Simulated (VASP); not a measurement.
Consider the following.

```xyz
4
Lattice="1.5861 -2.7472 0.0000 1.5861 2.7472 0.0000 0.0000 0.0000 5.0796" Properties=species:S:1:pos:R:3 pbc="T T T"
Al     1.5861    -0.9157     2.5398
Al     1.5861     0.9157     0.0000
N      1.5861    -0.9157     4.4802
N      1.5861     0.9157     1.9404
```

The numbers are results of PBE GGA, VASP's PBE PAW potentials (set 64) (plane waves; VASP), not measurements. Run with 520 eV cut-off, KSPACING 0.8 per Å, Gaussian smearing of 0.050 eV, potentials Al N.

### Question
Give the stress tensor in GPa (positive for a compressed cell).

### Answer

```
-6.88   0.00   0.00
 0.00  -6.88   0.00
 0.00   0.00  -7.93
```
The pressure is its mean diagonal, -7.23 GPa.

The compound is AlN in the wurtzite structure. The cell was not relaxed at this level. The run is one of a series of settings (KGAMMA = .TRUE., KSPACING = 0.8, KPOINTS file removed against the base run), some of them coarse on purpose.
